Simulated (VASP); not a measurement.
An input for Ansatz (written as the equivalent of a VASP run, and not itself run):

Ansatz 0.2 input:
```yaml
crystal:
  lattice:
    - [0.0000000, 3.2204901, 3.2204901]
    - [3.2204901, 0.0000000, 3.2204901]
    - [3.2204901, 3.2204901, 0.0000000]
  atoms:
    - { symbol: Te, position: [0.5000000, 0.5000000, 0.5000000] }
    - { symbol: Pb, position: [0.0000000, 0.0000000, 0.0000000] }
kpoints:
  mp_grid: { grid: [7, 7, 7] }
hamiltonian:
  xc: pbesol
  pseudopotentials: { kind: paw }
scf:
  occupations: { method: gaussian, width: 0.05 }
  max_iter: 100
output: { forces: true, stress: true, eigenvalues: true }
```

Question: Translate this input to VASP (INCAR, KPOINTS, POSCAR, choice of POTCAR).

Answer: Several could match; the one computed here: 
### KPOINTS
```
Automatic mesh
0
Gamma
7 7 7
0 0 0
```

INCAR:
```
ALGO=Normal
EDIFF=1E-7
ENCUT=520
GGA=PS
ISIF=2
ISMEAR=0
LASPH=.TRUE.
LCHARG=.FALSE.
LMAXMIX=4
LREAL=.FALSE.
LWAVE=.FALSE.
NELM=100
PREC=Accurate
SIGMA=0.05
SYSTEM=PbTe
```

POSCAR:
```
PbTe
1.0
  0.0000000000   3.2204900925   3.2204900925
  3.2204900925   0.0000000000   3.2204900925
  3.2204900925   3.2204900925   0.0000000000
Te Pb
1 1
Direct
  0.5000000000   0.5000000000   0.5000000000
  0.0000000000   0.0000000000   0.0000000000
```

POTCAR, in this order: Te Pb_d (PBE.64 set). Program: vasp_std.

The two are equivalent in intent, not identical: each code has its own PAW files, so the cut-off isn't converted (ENCUT is set for VASP's; basis.ecutwfc is left out, and Ansatz then takes the one that its files recommend); Ansatz stops its SCF on the density residual and VASP on the energy change (EDIFF).

The compound is PbTe in the rock salt structure. It was relaxed first.
